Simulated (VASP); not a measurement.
A convergence study with VASP on Si (diamond): one setting is varied, all else stays as given below, so the limit is that of these other settings.

```
Si
1.0
    0.00000     2.71550     2.71550
    2.71550     0.00000     2.71550
    2.71550     2.71550     0.00000
Si
2
Cartesian
  0.00000   0.00000   0.00000
  1.35775   1.35775   1.35775
```

Calculation: LDA (Ceperley-Alder, Perdew-Zunger), VASP's LDA PAW potentials (set 64) (plane waves; VASP). The tightest run used: 550 eV cut-off, 18×18×18 Γ-centred mesh, Gaussian smearing of 0.010 eV, potentials Si.

```csv
setting,mean ε∞,highest Γ mode (cm⁻¹),irreducible k-points
4×4×4 mesh,25.18,514.9,8
6×6×6 mesh,17.13,506.7,16
8×8×8 mesh,14.65,505.3,29
```

Question: These are the cheaper rows. Estimate the results at 18×18×18 mesh, and how far the last row shown lies from them.

Answer: 
```json
[
 {"quantity": "mean ε∞", "tightest run": "13.35", "last row shown is off by": "1.30"},
 {"quantity": "highest Γ mode (cm⁻¹)", "tightest run": "504.7", "last row shown is off by": "0.5"}
]
```

Left out are rungs that failed or repeat a setting and relaxations that didn't move; long series are thinned to 24 rows.

The compound is Si in the diamond structure. The cell was not relaxed at this level.
